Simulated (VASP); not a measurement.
Input:

```
CELL_PARAMETERS angstrom
      0.00000     3.27000     3.27000
      3.27000     0.00000     3.27000
      3.27000     3.27000     0.00000
ATOMIC_POSITIONS crystal
  Na 0.25000 0.25000 0.25000
  Na 0.75000 0.75000 0.75000
  S  0.00000 0.00000 0.00000
```

Level of theory: LDA (Ceperley-Alder, Perdew-Zunger), VASP's LDA PAW potentials (set 64) (plane waves; VASP 6.6.1). Settings: 300 eV cut-off, 9×9×9 Γ-centred mesh, Fermi-Dirac smearing of 0.020 eV, potentials Na_pv S.

At this cut-off the stress carries a Pulay error, which pulls relaxed volumes low.

Q: Predict the energy per atom (σ→0), pressure, band gap (on the k-mesh) with the smallest direct gap where there is one.

A: 
The band gap (on the k-mesh) is 2.25 eV, the smallest direct gap (on the k-mesh) comes out as 2.25 eV and the energy per atom (σ→0) is -349.9 kJ/mol of atoms. The pressure is -2.18 GPa.

The absolute energy has meaning only against runs of the same code, potentials and settings.

The structure is a typed Na2S crystal. The cell was not relaxed at this level.
